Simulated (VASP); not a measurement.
Given:

```xyz
4
Lattice="2.1045 -3.6450 0.0000 2.1045 3.6450 0.0000 0.0000 0.0000 6.8306" Properties=species:S:1:pos:R:3 pbc="T T T"
Cd     2.1045    -1.2150     3.4149
Cd     2.1045     1.2150     6.8302
S      2.1045    -1.2150     5.9908
S      2.1045     1.2150     2.5755
```

Calculation: TPSS meta-GGA, VASP's PBE PAW potentials (set 64) (plane waves; VASP). Settings: 520 eV cut-off, 7×7×4 Γ-centred mesh, tetrahedra with Blöchl corrections, potentials Cd S.

The cores are frozen, which limits the accuracy of field gradients.

Task: Give the principal components of the electric field gradient (V/Å²) and the asymmetry η at each nucleus.

Result: 
```tsv
atom	Vxx	Vyy	Vzz	η
Cd1	-1.6	-1.6	3.2	0.00
Cd2	-1.6	-1.6	3.2	0.00
S3	0.2	0.2	-0.4	-
S4	0.2	0.2	-0.4	-
```

The compound is CdS in the wurtzite structure. It was relaxed first, which changed the volume by +5 %.
